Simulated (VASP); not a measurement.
Method: PBE GGA, VASP's PBE PAW potentials (set 64) (plane waves; VASP).

VASP input:

KPOINTS:
```
Automatic mesh
0
Gamma
13 13 7
0 0 0
```

INCAR:
```
! general
SYSTEM  = NbH2
PREC    = Accurate
ENCUT   = 300   ! plane-wave cut-off (eV)
LREAL   = .FALSE.
LASPH   = .TRUE.

! electronic loop
EDIFF   = 1E-6   ! SCF stop (eV)
NELM    = 100   ! most electronic steps
ALGO    = Normal   ! blocked Davidson
LMAXMIX = 4   ! l cut-off of mixed one-centre charges

! smearing
ISMEAR  = 0   ! Gaussian
SIGMA   = 0.136

! functional
GGA     = PE   ! PBE

! ions
ISIF    = 2   ! forces and stress, cell fixed

! output
LWAVE   = .FALSE.
LCHARG  = .FALSE.
```

POSCAR:
```
NbH2
1
    2.9251400000     0.0000000000     0.0000000000
   -1.4625700000     2.5332450000     0.0000000000
    0.0000000000     0.0000000000     4.7188580000
Nb H
1 2
Direct
  0.0155860000   0.0058650000   0.0073250000
  0.3342360000   0.6805550000   0.2518870000
  0.6501780000   0.3135800000   0.7407880000
```

POTCAR, in this order: Nb_sv H (PBE.64 set). Program: vasp_std.

What VASP printed:

OUTCAR:
```
 ion  position               nearest neighbor table
   1  0.016  0.006  0.007-
   2  0.334  0.681  0.252-
   3  0.650  0.314  0.741-
  LATTYP: Found a hexagonal cell.
 ALAT       =     2.9251400000
 C/A-ratio  =     1.6132075730
 Subroutine PRICEL returns:
 Original cell was already a primitive cell.
 Subroutine GETGRP returns: Found  1 space group operations
The static configuration has the point symmetry C_1 .
The dynamic configuration has the point symmetry C_1 .
 Subroutine INISYM returns: Found  1 space group operations
 Subroutine IBZKPT returns following result:
 Found    592 irreducible k-points:

 Following reciprocal coordinates:
            Coordinates               Weight
  0.000000  0.000000  0.000000      1.000000
  0.076923  0.000000  0.000000      2.000000
  0.000000  0.076923  0.000000      2.000000
 -0.076923  0.076923  0.000000      2.000000
  0.153846  0.000000  0.000000      2.000000
  0.000000  0.153846  0.000000      2.000000
 -0.153846  0.153846  0.000000      2.000000
...
```

OSZICAR:
```
       N       E                     dE             d eps       ncg     rms          rms(c)
DAV:   1     0.670905945085E+02    0.67091E+02   -0.61259E+03 14123   0.853E+02
DAV:   2    -0.136033909663E+02   -0.80694E+02   -0.77439E+02 15557   0.307E+02
DAV:   3    -0.176743272763E+02   -0.40709E+01   -0.39033E+01 20121   0.553E+01
DAV:   4    -0.178710360375E+02   -0.19671E+00   -0.19537E+00 17775   0.123E+01
DAV:   5    -0.178791832315E+02   -0.81472E-02   -0.81381E-02 21852   0.208E+00    0.840E+00
DAV:   6    -0.167613691262E+02    0.11178E+01   -0.20486E+00 20733   0.146E+01    0.297E+00
DAV:   7    -0.165695028526E+02    0.19187E+00   -0.48801E-01 18771   0.628E+00    0.985E-01
DAV:   8    -0.165589754080E+02    0.10527E-01   -0.45191E-02 15817   0.192E+00    0.311E-01
DAV:   9    -0.165597386856E+02   -0.76328E-03   -0.34800E-03 21221   0.602E-01    0.732E-02
DAV:  10    -0.165598091057E+02   -0.70420E-04   -0.18264E-04 17240   0.123E-01    0.274E-02
DAV:  11    -0.165598286307E+02   -0.19525E-04   -0.42508E-05 17233   0.580E-02    0.822E-03
DAV:  12    -0.165598328103E+02   -0.41796E-05   -0.68450E-06 16035   0.183E-02    0.441E-03
DAV:  13    -0.165598325723E+02    0.23801E-06   -0.48307E-07  8041   0.723E-03
   1 F= -.16559833E+02 E0= -.16549840E+02  d E =-.199845E-01
```

File OUTCAR:
```
------------------------ aborting loop because EDIFF is reached ----------------------------------------
  FORCE on cell =-STRESS in cart. coord.  units (eV):
  Direction    XX          YY          ZZ          XY          YZ          ZX
  --------------------------------------------------------------------------------------
  Total       -2.2007584     -2.3605449     -1.0999397     -0.0355906     -0.3402086      0.0215696
  in kB     -100.8375271   -108.1588550    -50.3986270     -1.6307404    -15.5881685      0.9883085
  external PRESSURE =     -86.4650030 kB  Pullay stress =       0.0000000 kB
  volume of cell :       34.97
      direct lattice vectors                 reciprocal lattice vectors
     2.925140000  0.000000000  0.000000000     0.341863979  0.197375303  0.000000000
    -1.462570000  2.533245000  0.000000000     0.000000000  0.394750606  0.000000000
     0.000000000  0.000000000  4.718858000     0.000000000  0.000000000  0.211915680
 POSITION                                       TOTAL-FORCE (eV/Angst)
 -----------------------------------------------------------------------------------
      0.03701      0.01486      0.03457        -0.320939     -0.069343     -0.403766
     -0.01767      1.72401      1.18862         0.176505     -0.107097     -0.250092
      1.44323      0.79437      3.49567         0.144434      0.176440      0.653859
 -----------------------------------------------------------------------------------
    total drift:                               -0.000235     -0.000214      0.000039
  FREE ENERGIE OF THE ION-ELECTRON SYSTEM (eV)
  ---------------------------------------------------
  free  energy   TOTEN  =       -16.5598325723 eV

  energy  without entropy=      -16.5398480621  energy(sigma->0) =      -16.54984032
```
(Selected blocks of OUTCAR.)

At this cut-off the stress carries a Pulay error, which pulls relaxed volumes low.

The structure was generated: NbH2 was put into an ordered model structure, which need not be its known phase. The cell was not relaxed at this level, atoms are displaced from their ideal sites. The electron count is odd and the run is not spin-polarised, which forces a metal.
